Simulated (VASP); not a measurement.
# BiO6 (Pm-3m) in VASP: a series of runs

One crystal, BiO6, is run at these levels: PBE; tasks: single point, relaxation of cell and atoms.

Everything below comes from runs of VASP 6.6.1. Logs are shortened: lines on timing, memory, paths and dates and some standing lists are left out, and cuts for length are marked.

## 1. The cell of the first run

It takes space group Pm-3m (No. 221, cubic). The conventional cell has a = 4.900 Å, b = 4.900 Å, c = 4.900 Å, α = 90.00°, β = 90.00°, γ = 90.00°. Bi (site symmetry m-3m) is surrounded by 24 O at 3.52 Å. O (site symmetry 4mm) has 1 O at 1.25 Å as nearest neighbours.

The cell was built by a generator and needn't be a form met in nature.

## 2. Single point, PBE (species swapped into the DyB6 type (Pm-3m, No. 221))

Contents of INCAR:

```
SYSTEM = BiO6
ALGO     = Fast           ! electronic algorithm
EDIFF    = 1E-7           ! SCF threshold, eV
ENCUT    = 520            ! plane-wave cutoff, eV
GGA      = PE             ! functional
ISIF     = 2              ! what is computed and relaxed
ISMEAR   = 0              ! smearing method
LASPH    = .True.         ! aspherical terms in the spheres
LCHARG   = .False.        ! write CHGCAR
LREAL    = .False.        ! projectors in reciprocal space
LWAVE    = .False.        ! write WAVECAR
NBANDS   = 34             ! bands
NELM     = 80             ! most SCF steps
PREC     = Accurate       ! precision mode
SIGMA    = 0.1            ! smearing width, eV
```

Contents of KPOINTS:

```
k-points
0
Gamma
  4 4 4
  0 0 0
```

Contents of POSCAR:

```
BiO6
1.0
    4.9001402598      0.0000000000      0.0000000000
    0.0000000000      4.9001402598      0.0000000000
    0.0000000000      0.0000000000      4.9001402598
Bi O
1 6
Direct
    0.0000000000      0.0000000000      0.0000000000
    0.1276204740      0.5000000000      0.5000000000
    0.5000000000      0.8723795260      0.5000000000
    0.5000000000      0.1276204740      0.5000000000
    0.8723795260      0.5000000000      0.5000000000
    0.5000000000      0.5000000000      0.1276204740
    0.5000000000      0.5000000000      0.8723795260
```

Potentials or basis: VASP PAW PBE potentials, release 64 (Bi_d, O).

Run with:

```
$ cat potpaw_PBE.64/Bi_d/POTCAR potpaw_PBE.64/O/POTCAR > POTCAR
$ mpirun -np 1 vasp_std > vasp.out
```

OUTCAR:

```text
SYSTEM = BiO6
   EDIFF = 1E-7
   ENCUT = 520
   GGA = PE
   ISIF = 2
   ISMEAR = 0
   LASPH = .True.
   LREAL = .False.
   NELM = 80
   PREC = Accurate

 ion  position               nearest neighbor table
   1  0.000  0.000  0.000-
   2  0.128  0.500  0.500-   5 1.25
   3  0.500  0.872  0.500-   4 1.25
   4  0.500  0.128  0.500-   3 1.25
   5  0.872  0.500  0.500-   2 1.25
   6  0.500  0.500  0.128-   7 1.25
   7  0.500  0.500  0.872-   6 1.25

  LATTYP: Found a simple cubic cell.
 ALAT       =     4.9001402598

  Lattice vectors:

 A1 = (   4.9001402598,   0.0000000000,   0.0000000000)
 A2 = (   0.0000000000,   4.9001402598,   0.0000000000)
 A3 = (   0.0000000000,   0.0000000000,   4.9001402598)

Analysis of symmetry for initial positions (statically):
=====================================================================
 Subroutine PRICEL returns:
 Original cell was already a primitive cell.

 Routine SETGRP: Setting up the symmetry group for a
 simple cubic supercell.

 Subroutine GETGRP returns: Found 48 space group operations
 (whereof 48 operations were pure point group operations)
 out of a pool of 48 trial point group operations.

The static configuration has the point symmetry O_h .

Analysis of symmetry for dynamics (positions and initial velocities):
=====================================================================
 Subroutine PRICEL returns:
 Original cell was already a primitive cell.

 Routine SETGRP: Setting up the symmetry group for a
 simple cubic supercell.

 Subroutine GETGRP returns: Found 48 space group operations
 (whereof 48 operations were pure point group operations)
 out of a pool of 48 trial point group operations.

The dynamic configuration has the point symmetry O_h .

 Subroutine INISYM returns: Found 48 space group operations
 (whereof 48 operations are pure point group operations),
 and found     1 'primitive' translations

----------------------------------------------------------------------------------------

                                     Primitive cell

  volume of cell :     117.6591

  direct lattice vectors                    reciprocal lattice vectors
     4.900140260  0.000000000  0.000000000     0.204075791  0.000000000  0.000000000
     0.000000000  4.900140260  0.000000000     0.000000000  0.204075791  0.000000000
     0.000000000  0.000000000  4.900140260     0.000000000  0.000000000  0.204075791

  length of vectors
     4.900140260  4.900140260  4.900140260     0.204075791  0.204075791  0.204075791

  position of ions in fractional coordinates (direct lattice)
     0.000000000  0.000000000  0.000000000
     0.127620474  0.500000000  0.500000000
     0.500000000  0.872379526  0.500000000
     0.500000000  0.127620474  0.500000000
     0.872379526  0.500000000  0.500000000
     0.500000000  0.500000000  0.127620474
     0.500000000  0.500000000  0.872379526

  ion indices of the primitive-cell ions
   primitive index   ion index
                 1           1
                 2           2
                 3           3
                 4           4
                 5           5
                 6           6
                 7           7

----------------------------------------------------------------------------------------

 KPOINTS: k-points

Automatic generation of k-mesh.
 Grid dimensions read from file:
 generate k-points for:    4    4    4

 Generating k-lattice:

  Cartesian coordinates                     Fractional coordinates (reciprocal lattice)
     0.051018948  0.000000000  0.000000000     0.250000000  0.000000000  0.000000000
     0.000000000  0.051018948  0.000000000     0.000000000  0.250000000  0.000000000
     0.000000000  0.000000000  0.051018948     0.000000000  0.000000000  0.250000000

  Length of vectors
     0.051018948  0.051018948  0.051018948

  Shift w.r.t. Gamma in fractional coordinates (k-lattice)
     0.000000000  0.000000000  0.000000000

 Subroutine IBZKPT returns following result:
 ===========================================

 Found     10 irreducible k-points:

 Following reciprocal coordinates:
            Coordinates               Weight
  0.000000  0.000000  0.000000      1.000000
  0.250000  0.000000  0.000000      6.000000
  0.500000  0.000000  0.000000      3.000000
  0.250000  0.250000  0.000000     12.000000
  0.500000  0.250000  0.000000     12.000000
  0.500000  0.500000  0.000000      3.000000
  0.250000  0.250000  0.250000      8.000000
  0.500000  0.250000  0.250000     12.000000
  0.500000  0.500000  0.250000      6.000000
  0.500000  0.500000  0.500000      1.000000
   k-points           NKPTS =     10   k-points in BZ     NKDIM =     10   number of bands    NBANDS=     34
   number of dos      NEDOS =    301   number of ions     NIONS =      7
   total plane-waves  NPLWV =  46656
   dimension x,y,z NGX =    36 NGY =   36 NGZ =   36
   dimension x,y,z NGXF=    72 NGYF=   72 NGZF=   72
   ions per type =               1   6
   NGX,Y,Z   is equivalent  to a cutoff of  12.21, 12.21, 12.21 a.u.
   NGXF,Y,Z  is equivalent  to a cutoff of  24.43, 24.43, 24.43 a.u.
 SYSTEM =  BiO6
   PREC   = accura    normal or accurate (medium, high low for compatibility)
   ISTART =      0    job   : 0-new  1-cont  2-samecut
   ICHARG =      2    charge: 1-file 2-atom 10-const
   ISPIN  =      1    spin polarized calculation?
   LNONCOLLINEAR =      F non collinear calculations
   LSORBIT =      F    spin-orbit coupling
   LASPH  =      T    aspherical Exc in radial PAW
   ENCUT  =  520.0 eV  38.22 Ry    6.18 a.u.   9.11  9.11  9.11*2*pi/ulx,y,z
   NELM   =     80;   NELMIN=  2; NELMDL= -5     # of ELM steps
   EDIFF  = 0.1E-06   stopping-criterion for ELM
   LREAL  =      F    real-space projection
   EDIFFG = 0.1E-05   stopping-criterion for IOM
   NSW    =      0    number of steps for IOM
   IBRION =     -1    ionic relax: 0-MD 1-quasi-New 2-CG
   NFREE  =      0    steps in history (QN), initial steepest desc. (CG)
   ISIF   =      2    stress and relaxation
   ISYM   =      2    0-nonsym 1-usesym 2-fastsym
   POTIM  = 0.5000    time-step for ionic-motion
   TEBEG  =    0.0;   TEEND  =   0.0 temperature during run
   PSTRESS=    0.0 pullay stress
   NELECT =      51.0000    total number of electrons
   NUPDOWN=      -1.0000    fix difference up-down
   EMIN   =  10.00;   EMAX   =-10.00  energy-range for DOS
   EFERMI =   0.00;   METHOD = LEGACY
   ISMEAR =     0;   SIGMA  =   0.10  broadening in eV -4-tet -1-fermi 0-gaus
   EFERMI_NEDOS =   21; number of points for ismear=-14 and -15
   IALGO  =     68    algorithm
   IMIX   =      4    mixing-type and parameters
     AMIX     =   0.40;   BMIX     =  1.00
     AMIX_MAG =   1.60;   BMIX_MAG =  1.00
  volume/ion in A,a.u.               =      16.81       113.43
  Fermi-wavevector in a.u.,A,eV,Ry     =   1.238957  2.341290 20.885153  1.535015
  Thomas-Fermi vector in A             =   2.373461
   LORBIT       =      0    0 simple, 1 ext, 2 COOP (PROOUT), +10 PAW based schemes
   GGA     = PE    functional components
   LHFCALC =     F    Hartree Fock is set to
   AEXX    =    0.0000 exact exchange contribution
   IVDW    =     0    specifies the selected vdW correction
   LEPSILON=     F    determine dielectric tensor
   LRPA    =     F    only Hartree local field effects (RPA)
 non-spin polarized calculation
 RMM-DIIS sequential band-by-band and
 Gauss-broadening in eV      SIGMA  =   0.10
  energy-cutoff  :      520.00
  volume of cell :      117.66
 maximum number of plane-waves:      3191
   NGX = 19   NGY = 19   NGZ = 19

 number of electron      50.9999962 magnetization

 Free energy of the ion-electron system (eV)
  ---------------------------------------------------
  ext. energy  EPLUGINS =         0.00000000
  ---------------------------------------------------
  free energy    TOTEN  =       -29.06549993 eV

  energy without entropy =      -28.98756260  energy(sigma->0) =      -29.02653126

 E-fermi :   1.8508     XC(G=0):  -8.8465

 val. band max:        1.8317553395   @ k =   0.2500   0.2500   0.0000
 cond. band min:       1.8587271599   @ k =   0.2500   0.2500   0.0000
 fundamental gap:      0.0269718205
 Fermi energy:         1.8507610554

 k-point     1 :       0.0000    0.0000    0.0000
  band No.  band energies     occupation
      1     -24.0416      2.00000
      2     -23.7960      2.00000
      3     -23.7960      2.00000
      4     -21.6473      2.00000
      5     -21.6473      2.00000
      6     -21.6397      2.00000
[... 26 lines left out ...]
     33       8.0060      0.00000
     34      11.0076      0.00000

 k-point     2 :       0.2500    0.0000    0.0000
  band No.  band energies     occupation
      1     -24.0101      2.00000
      2     -23.8268      2.00000
      3     -23.7953      2.00000
      4     -21.6478      2.00000
      5     -21.6463      2.00000
      6     -21.6401      2.00000
[... 26 lines left out ...]
     33       9.7378      0.00000
     34      10.8299      0.00000

 k-point     3 :       0.5000    0.0000    0.0000
  band No.  band energies     occupation
      1     -23.9605      2.00000
      2     -23.8762      2.00000
      3     -23.7949      2.00000
      4     -21.6483      2.00000
      5     -21.6452      2.00000
      6     -21.6404      2.00000
[... 26 lines left out ...]
     33      10.8273      0.00000
     34      11.0833      0.00000
[... 186 lines left out ...]
 k-point     9 :       0.5000    0.5000    0.2500
  band No.  band energies     occupation
      1     -23.8771      2.00000
      2     -23.8746      2.00000
      3     -23.8746      2.00000
      4     -21.6458      2.00000
      5     -21.6446      2.00000
      6     -21.6396      2.00000
[... 26 lines left out ...]
     33      10.7889      0.00000
     34      10.9314      0.00000

 k-point    10 :       0.5000    0.5000    0.5000
  band No.  band energies     occupation
      1     -23.8748      2.00000
      2     -23.8748      2.00000
      3     -23.8748      2.00000
      4     -21.6446      2.00000
      5     -21.6446      2.00000
      6     -21.6388      2.00000
[... 26 lines left out ...]
     33      10.1630      0.00000
     34      10.1667      0.00000

------------------------ aborting loop because EDIFF is reached ----------------------------------------

  FORCE on cell =-STRESS in cart. coord.  units (eV):
  Direction    XX          YY          ZZ          XY          YZ          ZX
  --------------------------------------------------------------------------------------
  -------------------------------------------------------------------------------------
  Total        1.0559850      1.0559850      1.0559850     -0.0000000      0.0000000     -0.0000000
  in kB       14.3794677     14.3794677     14.3794677     -0.0000000      0.0000000     -0.0000000
  external PRESSURE =      14.3794677 kB  Pullay stress =       0.0000000 kB

 VOLUME and BASIS-vectors are now :
 -----------------------------------------------------------------------------
  energy-cutoff  :      520.00
  volume of cell :      117.66
      direct lattice vectors                 reciprocal lattice vectors
     4.900140260  0.000000000  0.000000000     0.204075791  0.000000000  0.000000000
     0.000000000  4.900140260  0.000000000     0.000000000  0.204075791  0.000000000
     0.000000000  0.000000000  4.900140260     0.000000000  0.000000000  0.204075791

 POSITION                                       TOTAL-FORCE (eV/Angst)
 -----------------------------------------------------------------------------------
      0.00000      0.00000      0.00000        -0.000000     -0.000000      0.000000
      0.62536      2.45007      2.45007         0.881072     -0.000000      0.000000
      2.45007      4.27478      2.45007        -0.000000     -0.881072      0.000000
      2.45007      0.62536      2.45007        -0.000000      0.881072     -0.000000
      4.27478      2.45007      2.45007        -0.881072      0.000000     -0.000000
      2.45007      2.45007      0.62536        -0.000000     -0.000000      0.881072
      2.45007      2.45007      4.27478         0.000000      0.000000     -0.881072
 -----------------------------------------------------------------------------------
    total drift:                                0.000000      0.000000      0.000000

  FREE ENERGIE OF THE ION-ELECTRON SYSTEM (eV)
  ---------------------------------------------------
  free  energy   TOTEN  =       -29.0654999272 eV

  energy  without entropy=      -28.9875625983  energy(sigma->0) =      -29.02653126
```

Wall time 40 s (1 thread of Intel Xeon Platinum 8259CL at 2.50GHz (Skylake/Cascade Lake), shared host); peak memory 0.21 GiB.

Results:

- Free energy: -29.0655 eV
- Pressure: 1.4 GPa
- Largest force: 0.881 eV/Å
- Band gap on the k mesh: none (metal or under the smearing width)

Forces on the atoms (eV/Å):
```
Bi   0.000  0.000  0.000
O    0.881  0.000  0.000
O    0.000 -0.881  0.000
O    0.000  0.881  0.000
O   -0.881  0.000  0.000
O    0.000  0.000  0.881
O    0.000  0.000 -0.881
```

Caveat: the standard files for N, O and F lose accuracy on very short bonds; spin-orbit coupling is left out, which moves the levels of the heavy elements; an odd number of electrons without spin polarisation forces a metal; a magnetic or distorted state may lie lower.

## 3. Relaxation of cell and atoms, PBE (species swapped into the DyB6 type (Pm-3m, No. 221))

Contents of INCAR:

```
SYSTEM = BiO6
ALGO = Fast
EDIFF = 1E-6
EDIFFG = -0.04
ENCUT = 600
GGA = PE
IBRION = 2
ISIF = 3
ISMEAR = 0
LASPH = .True.
LCHARG = .False.
LREAL = .False.
LWAVE = .False.
NELM = 60
NSW = 90
PREC = Accurate
SIGMA = 0.1
```

KPOINTS is that of step 2.

Contents of POSCAR:

```
BiO6
1.0
    4.3218968600      0.0000000000      0.0000000000
    0.0000000000      4.3218968600      0.0000000000
    0.0000000000      0.0000000000      4.3218968600
Bi O
1 6
Direct
    0.0000000000      0.0000000000      0.0000000000
    0.1987293400      0.5000000000      0.5000000000
    0.5000000000      0.8012706600      0.5000000000
    0.5000000000      0.1987293400      0.5000000000
    0.8012706600      0.5000000000      0.5000000000
    0.5000000000      0.5000000000      0.1987293400
    0.5000000000      0.5000000000      0.8012706600
```

Potentials or basis: VASP PAW PBE potentials, release 64 (Bi_d, O).

Run with:

```
$ cat potpaw_PBE.64/Bi_d/POTCAR potpaw_PBE.64/O/POTCAR > POTCAR
$ mpirun -np 1 vasp_std > vasp.out
```

Run time: 6.2 min. Hardware: 1 thread of Intel Xeon Platinum 8259CL at 2.50GHz (Skylake/Cascade Lake), shared host; peak memory 0.22 GiB.

The run converged. Its results:

| Item | Value |
| --- | --- |
| Free energy | -29.0077 eV |
| Relaxed volume | 16.33 Å³/atom |
| Relaxed cell | a = 4.853 Å, b = 4.853 Å, c = 4.853 Å, α = 90.00°, β = 90.00°, γ = 90.00° |
| Space group after relaxing (to 0.05 Å) | Pm-3m (No. 221) |
| Energy gained by relaxing | 1276.1 meV/atom |
| Ionic steps | 11 |
| Pressure after relaxing | 0.0 GPa |
| Largest force after relaxing | 0.005 eV/Å |
| Band gap on the k mesh | none (metal or under the smearing width) |

Forces on the atoms (eV/Å):
```
Bi   0.000  0.000  0.000
O   -0.005  0.000  0.000
O    0.000  0.005  0.000
O    0.000 -0.005  0.000
O    0.005  0.000  0.000
O    0.000  0.000 -0.005
O    0.000  0.000  0.005
```

The path:
```
step  energy change (eV)  largest force (eV/Å)  pressure (GPa)  volume (Å³)
   1              0.0000                6.3013           29.79        80.73
   2             -8.7341                2.5100            6.17       108.46
   3             -8.8490                0.2516            2.62       105.34
   4             -8.8612                0.3246            3.45       106.06
   5             -8.8554                0.8043            4.14       106.62
   6             -8.7095                2.3463           -4.69       114.75
   7             -8.9016                0.4047            0.85       109.15
   8             -8.9297                0.0461            0.41       112.66
   9             -8.9320                0.0939            0.28       113.98
  10             -8.9287                0.3081           -0.82       115.28
  11             -8.9324                0.0054            0.03       114.30
```

Final structure:
```
Bi O
1.0
     4.85300    0.00000    0.00000
     0.00000    4.85300    0.00000
     0.00000    0.00000    4.85300
Bi O
1 6
Direct
  0.00000 0.00000 0.00000
  0.13071 0.50000 0.50000
  0.50000 0.86929 0.50000
  0.50000 0.13071 0.50000
  0.86929 0.50000 0.50000
  0.50000 0.50000 0.13071
  0.50000 0.50000 0.86929
```

Levels at points of the mesh, in eV from the Fermi level:
| k point | band 22 | band 23 | band 24 | band 25 | band 26 | band 27 | band 28 | band 29 |
| --- | --- | --- | --- | --- | --- | --- | --- | --- |
| (0.00, 0.00, 0.00) | -1.25 | -1.25 | -1.25 | 0.71 | 0.71 | 0.71 | 0.94 | 0.94 |
| (0.50, 0.00, 0.00) | -1.24 | -0.73 | -0.22 | -0.22 | -0.17 | -0.17 | 0.73 | 0.73 |
| (0.50, 0.50, 0.00) | -0.51 | -0.51 | -0.51 | -0.07 | -0.07 | 0.18 | 0.24 | 0.24 |
| (0.50, 0.50, 0.50) | -0.32 | -0.32 | -0.32 | 0.15 | 0.15 | 0.15 | 0.18 | 0.18 |

Caveat: the k mesh is coarse (spacing up to 0.36 Å⁻¹), so the values aren't converged; the volume moved by over 15 % at a fixed basis, so the end points are rough; spin-orbit coupling is left out, which moves the levels of the heavy elements; an odd number of electrons without spin polarisation forces a metal; a magnetic or distorted state may lie lower.
